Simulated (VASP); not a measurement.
```xyz
8
Lattice="0.0000 2.6049 2.6049 2.6049 0.0000 2.6049 10.5355 10.5355 -0.1159" Properties=species:S:1:pos:R:3 pbc="T T T"
Ga    10.4272    10.4272    -0.0076
Ga     5.3267     5.3267     5.0929
As     1.3308     1.3308     1.2741
As     4.1578     4.1578     1.0520
As     6.5889     6.5889     1.2258
As     9.0192     9.0192     1.4004
B      7.9560     7.9560     5.0685
B      7.7839     7.7839     0.0308
```

The numbers are results of PBEsol GGA, VASP's PBE PAW potentials (set 64) (plane waves; VASP), not measurements. Numerical set-up: 520 eV cut-off, 8×8×2 Γ-centred mesh, tetrahedra with Blöchl corrections, potentials Ga_d As B.

Task: What does the run give for the energy per atom (σ→0), band gap (on the k-mesh) with the smallest direct gap where there is one?

Result: 
```yaml
band gap (on the k-mesh): 0.12 eV
smallest direct gap (on the k-mesh): 0.15 eV
energy per atom (σ→0): -5119 meV/atom
```

Total energies compare only between runs with the same potentials, cut-off and functional.

The structure was generated: Ga2As4B2 was put into an ordered model structure (R3m), which need not be its known phase. It was relaxed first.
